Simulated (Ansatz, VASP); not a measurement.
**One calculation of NiPt3, two programs**

```xyz
4
Lattice="3.7966 0.0000 0.0000 0.0000 3.7966 0.0000 0.0000 0.0000 3.7966" Properties=species:S:1:pos:R:3 pbc="T T T"
Ni    0.0000    0.0000    0.0000
Pt    0.0000    1.8983    1.8983
Pt    1.8983    0.0000    1.8983
Pt    1.8983    1.8983    0.0000
```

Alike in both runs: functional LDA; k mesh 12 × 12 × 12; occupations gaussian, width 0.1 eV; collinear spin.

Ansatz relaxed the structure, and its values are those at the end. VASP's run is a single point on that final structure, the one shown.

|  | VASP | Ansatz |
| --- | --- | --- |
| version | VASP 6.6.1 | Ansatz 0.2.0 |
| potentials or method | VASP PAW LDA potentials, release 64 (Ni, Pt) | scalar-relativistic, plane waves, PAW |
| plane-wave cutoff (eV) | 520 | 420 |
| valence electrons in the cell | 40 | 72 |

|  | VASP | Ansatz | Ansatz less VASP |
| --- | --- | --- | --- |
| gap on the k mesh at the Fermi level (eV) | none | none | - |
| pressure (GPa) | 0.5 | 0.0 | -0.47 |
| net moment per atom (μB) | 0.21 | 0.22 | +0.009 |
| size of the moment on the site where the two differ most (μB) | 0.54 | 0.58 | +0.035 |

Site moments also hang on the region over which each program counts them. A gap of «none» marks a metal or a gap that the smearing closes. The two sets of potentials don't hold the same shells in valence.

The runs have no spin-orbit coupling, so splittings on Pt are missing.
